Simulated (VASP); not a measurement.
Energy against volume of Tl (hcp). Computed with vdW-DF2, VASP's PBE PAW potentials (set 64) (plane waves; VASP 6.6.1). Settings: 520 eV cut-off, 11×11×7 Γ-centred mesh, first-order Methfessel-Paxton smearing of 0.10 eV, potentials Tl_d.

Shape and ions are relaxed at each volume.

```csv
V (Å³/atom),E (eV/atom)
34.232,0.88024
35.325,0.87423
36.417,0.87291
37.510,0.87538
```

### Question
Fit these four points and predict the energy of the run at 38.602 Å³/atom.

### Answer
A cubic in V^(−2/3), the third-order Birch-Murnaghan form, passes through the four points with V0 = 36.22 Å³/atom and B0 = 19 GPa, and gives 0.8809 eV/atom there. The run gave 0.8808 eV/atom, -0.1 meV/atom from the fit; all five points give B0 = 19 GPa.

The compound is Tl in the hcp structure. It was relaxed first, which changed the volume by +27 %.
